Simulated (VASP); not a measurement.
All values below come from LDA (Ceperley-Alder, Perdew-Zunger), VASP's LDA PAW potentials (set 64) (plane waves; VASP 6.6.1).

Input for VASP

File POSCAR:
```
HfC
1.0
  0.0000000000   2.2877569663   2.2877569663
  2.2877569663   0.0000000000   2.2877569663
  2.2877569663   2.2877569663   0.0000000000
Hf C
1 1
direct
  0.0000000000   0.0000000000   0.0000000000
  0.5000000000   0.5000000000   0.5000000000
```

### INCAR
```
# general
SYSTEM  = HfC
PREC    = Accurate
ENCUT   = 620   # plane-wave cut-off (eV)
LREAL   = .FALSE.   # projection in real space or not
LASPH   = .TRUE.   # aspherical one-centre terms

# electronic loop
EDIFF   = 1E-6   # SCF stop (eV)
NELM    = 100   # most electronic steps
ALGO    = Normal
LMAXMIX = 6

# smearing
ISMEAR  = 1
SIGMA   = 0.1   # width (eV)

# ions
IBRION  = 2   # conjugate gradients
NSW     = 40
ISIF    = 3
EDIFFG  = -0.02   # ionic stop

# output
LWAVE   = .FALSE.
LCHARG  = .FALSE.
```

File KPOINTS:
```
Regular mesh
0
Gamma
 14 14 14
```

POTCAR, in this order: Hf_pv C (LDA.64 set). Program: vasp_std.

Unless said otherwise, spin-orbit coupling is left out, though it shifts the bands of the heavy elements here.

**Question.** What does the run give for the energy per atom (σ→0), band gap (on the k-mesh)?

**Answer.** 
```json
{
 "energy per atom (σ→0)": "-11448 meV/atom",
 "band gap (on the k-mesh)": "none (metal, semimetal or under 0.01 eV)"
}
```

### OSZICAR
```
...
DAV:   6    -0.230113149503E+02    0.30226E+01   -0.20292E+01  2530   0.233E+01    0.444E+01
DAV:   7    -0.229175809278E+02    0.93734E-01   -0.70911E-01  2618   0.620E+00    0.253E+01
DAV:   8    -0.229016448703E+02    0.15936E-01   -0.49392E-02  2504   0.212E+00    0.526E+00
DAV:   9    -0.228968900479E+02    0.47548E-02   -0.24778E-02  2597   0.915E-01    0.197E+00
DAV:  10    -0.228965778805E+02    0.31217E-03   -0.94607E-04  2721   0.254E-01    0.429E-01
DAV:  11    -0.228965616739E+02    0.16207E-04   -0.14823E-04  2632   0.903E-02    0.154E-02
DAV:  12    -0.228965610014E+02    0.67254E-06   -0.31326E-06  2550   0.175E-02
   1 F= -.22896561E+02 E0= -.22896514E+02  d E =-.228966E+02
```

The compound is HfC in the rock salt structure. It was relaxed first.
